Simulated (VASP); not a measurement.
An input for Quantum ESPRESSO's pw.x (written as the equivalent of a VASP run, and not itself run):

```
&CONTROL
  calculation = 'vc-relax'
  pseudo_dir = './pseudo'
  outdir = './out'
  tprnfor = .true.
  tstress = .true.
  nstep = 60
  forc_conv_thr = 0.00078
/
&SYSTEM
  ibrav = 0
  nat = 6
  ntyp = 2
  ecutwfc = 86
  occupations = 'smearing'
  smearing = 'gaussian'
  degauss = 0.003675
  input_dft = 'pw91'
/
&ELECTRONS
  conv_thr = 7.3e-08
  electron_maxstep = 100
/
&IONS
/
&CELL
/
ATOMIC_SPECIES
  W 183.840 W.upf
  Se 78.971 Se.upf
CELL_PARAMETERS angstrom
     1.6673312   -2.8879020   -0.0000000
     1.6673312    2.8879020    0.0000000
    -0.0000000    0.0000000   14.2336595
ATOMIC_POSITIONS crystal
  W    0.3333330  0.6666670  0.2500000
  W    0.6666670  0.3333330  0.7500000
  Se   0.3333330  0.6666670  0.8680518
  Se   0.6666670  0.3333330  0.3680518
  Se   0.6666670  0.3333330  0.1319482
  Se   0.3333330  0.6666670  0.6319482
K_POINTS automatic
  7 7 2 0 0 0
```

Q: Translate this input to VASP (INCAR, KPOINTS, POSCAR, choice of POTCAR).

A: This is not unique; one that fits is 
### POSCAR
```
WSe2
1
    1.6673311945    -2.8879020018    -0.0000000000
    1.6673311945     2.8879020018     0.0000000000
   -0.0000000000     0.0000000000    14.2336594996
W Se
2 4
Direct
  0.3333330000   0.6666670000   0.2500000000
  0.6666670000   0.3333330000   0.7500000000
  0.3333330000   0.6666670000   0.8680517737
  0.6666670000   0.3333330000   0.3680517737
  0.6666670000   0.3333330000   0.1319482263
  0.3333330000   0.6666670000   0.6319482263
```

**KPOINTS**
```
Regular mesh
0
gamma
7 7 2
0 0 0
```

INCAR:
```
LWAVE  =  .FALSE.
LASPH  =  .TRUE.
LREAL  =  .FALSE.
LMAXMIX  =  6   ! l cut-off of mixed one-centre charges
PREC  =  Accurate
NSW  =  60
ISMEAR  =  0
EDIFF  =  1E-6   ! SCF stop (eV)
NELM  =  100   ! most electronic steps
ALGO  =  Normal   ! blocked Davidson
SYSTEM  =  WSe2
IBRION  =  2   ! conjugate gradients
ISIF  =  3   ! ions, shape and volume
EDIFFG  =  -0.02
SIGMA  =  0.05   ! width (eV)
GGA  =  91   ! PW91
LCHARG  =  .FALSE.
ENCUT  =  520   ! plane-wave cut-off (eV)
```

POTCAR, in this order: W_sv Se (PBE.64 set). Program: vasp_std.

The two are equivalent in intent, not identical: the potentials are each code's own (VASP's PAW set, PseudoDojo norm-conserving files in pw.x), so ENCUT and ecutwfc are chosen apart and not converted; conv_thr bounds pw.x's estimated SCF error, while EDIFF bounds the energy change between steps; forc_conv_thr acts on force components and is met together with etot_conv_thr.

The compound is WSe2 in the 2H layered structure. This run relaxes it. Symmetry was kept, so distortions that lower it aren't found. The start is the result of an earlier pass.
